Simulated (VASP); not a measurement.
Method: PBE GGA, VASP's PBE PAW potentials (set 64) (plane waves; VASP).

VASP input:

INCAR:
```
! general
SYSTEM =Ag
PREC   =Accurate
ENCUT  =400
LREAL  =.FALSE.
LASPH  =.TRUE.

! electronic loop
EDIFF  =1E-6
NELM   =100
ALGO   =Normal
LMAXMIX=4

! smearing
ISMEAR =1
SIGMA  =0.1

! functional
GGA    =PE

! ions
IBRION =2
NSW    =60
ISIF   =3
EDIFFG =-0.01

! output
LWAVE  =.FALSE.
LCHARG =.FALSE.
```

**POSCAR**
```
Ag
1
   -0.0000000000     2.0690453402     2.0690453402
    2.0690453402     0.0000000000     2.0690453402
    2.0690453402     2.0690453402    -0.0000000000
Ag
1
Direct
  0.0000000000   0.0000000000   0.0000000000
```

KPOINTS:
```
Automatic mesh
0
gamma
14 14 14
```

POTCAR, in this order: Ag (PBE.64 set). Program: vasp_std.

The run wrote:

**OSZICAR**
```
       N       E                     dE             d eps       ncg     rms          rms(c)
DAV:   1     0.358280215628E+02    0.35828E+02   -0.49317E+03  2008   0.874E+02
DAV:   2    -0.269493162417E+01   -0.38523E+02   -0.36577E+02  1924   0.182E+02
DAV:   3    -0.296099302853E+01   -0.26606E+00   -0.26601E+00  2182   0.186E+01
DAV:   4    -0.296154770424E+01   -0.55468E-03   -0.55466E-03  2109   0.806E-01
DAV:   5    -0.296155148182E+01   -0.37776E-05   -0.37780E-05  2198   0.612E-02    0.473E+00
DAV:   6    -0.272631030914E+01    0.23524E+00   -0.11401E+00  1912   0.115E+01    0.312E+00
DAV:   7    -0.271940120160E+01    0.69091E-02   -0.83360E-03  1986   0.982E-01    0.177E+00
DAV:   8    -0.271681233615E+01    0.25889E-02   -0.66575E-04  1941   0.258E-01    0.687E-02
DAV:   9    -0.271682049137E+01   -0.81552E-05   -0.64147E-06  2149   0.234E-02    0.143E-02
DAV:  10    -0.271682748146E+01   -0.69901E-05   -0.38382E-06  2028   0.243E-02    0.638E-03
DAV:  11    -0.271682712112E+01    0.36035E-06   -0.64916E-08   979   0.275E-03
   1 F= -.27168271E+01 E0= -.27165939E+01  d E =-.271683E+01
       N       E                     dE             d eps       ncg     rms          rms(c)
DAV:   1    -0.271849044313E+01   -0.16630E-02   -0.30185E-02  1896   0.212E+00    0.268E-01
DAV:   2    -0.271689314855E+01    0.15973E-02   -0.73689E-03  1893   0.924E-01    0.825E-02
DAV:   3    -0.271685747932E+01    0.35669E-04   -0.63516E-05  1941   0.778E-02    0.550E-02
DAV:   4    -0.271684327522E+01    0.14204E-04   -0.12777E-05  1985   0.311E-02    0.272E-03
DAV:   5    -0.271684331415E+01   -0.38928E-07   -0.18377E-07  1018   0.453E-03
   2 F= -.27168433E+01 E0= -.27166066E+01  d E =-.161930E-04
       N       E                     dE             d eps       ncg     rms          rms(c)
DAV:   1    -0.271701132256E+01   -0.16805E-03   -0.29617E-03  1897   0.664E-01    0.840E-02
DAV:   2    -0.271685104658E+01    0.16028E-03   -0.73552E-04  1893   0.291E-01    0.255E-02
DAV:   3    -0.271684927713E+01    0.17695E-05   -0.57828E-06  1834   0.234E-02    0.169E-02
DAV:   4    -0.271684980967E+01   -0.53254E-06   -0.12603E-06  1967   0.968E-03
   3 F= -.27168498E+01 E0= -.27166140E+01  d E =-.226886E-04
```

### OUTCAR
```
------------------------ aborting loop because EDIFF is reached ----------------------------------------
  FORCE on cell =-STRESS in cart. coord.  units (eV):
  Direction    XX          YY          ZZ          XY          YZ          ZX
  --------------------------------------------------------------------------------------
  Total       -0.0025402     -0.0025402     -0.0025402     -0.0000000      0.0000000      0.0000000
  in kB       -0.2292351     -0.2292351     -0.2292351     -0.0000000      0.0000000      0.0000000
  external PRESSURE =      -0.2292351 kB  Pullay stress =       0.0000000 kB
  volume of cell :       17.75
      direct lattice vectors                 reciprocal lattice vectors
     0.000000000  2.070575924  2.070575924    -0.241478708  0.241478708  0.241478708
     2.070575924 -0.000000000  2.070575924     0.241478708 -0.241478708  0.241478708
     2.070575924  2.070575924  0.000000000     0.241478708  0.241478708 -0.241478708
 POSITION                                       TOTAL-FORCE (eV/Angst)
 -----------------------------------------------------------------------------------
      0.00000      0.00000      0.00000        -0.000000      0.000000     -0.000000
 -----------------------------------------------------------------------------------
    total drift:                                0.000000      0.000000      0.000000
  FREE ENERGIE OF THE ION-ELECTRON SYSTEM (eV)
  ---------------------------------------------------
  free  energy   TOTEN  =        -2.7168498097 eV

  energy  without entropy=       -2.7161423582  energy(sigma->0) =       -2.71661399

 reached required accuracy - stopping structural energy minimisation
```
(Selected blocks of OUTCAR.)

### CONTCAR
```
Ag
   1.00000000000000
     0.0000000000000000    2.0705759244087507    2.0705759244087507
     2.0705759244087507   -0.0000000000000000    2.0705759244087507
     2.0705759244087507    2.0705759244087507    0.0000000000000000
  Ag
     1
Direct
     0.0000000000000000    0.0000000000000000    0.0000000000000000
```

The compound is Ag in the fcc structure. This run relaxes it. Symmetry was kept, so distortions that lower it aren't found. The start is the result of an earlier pass.
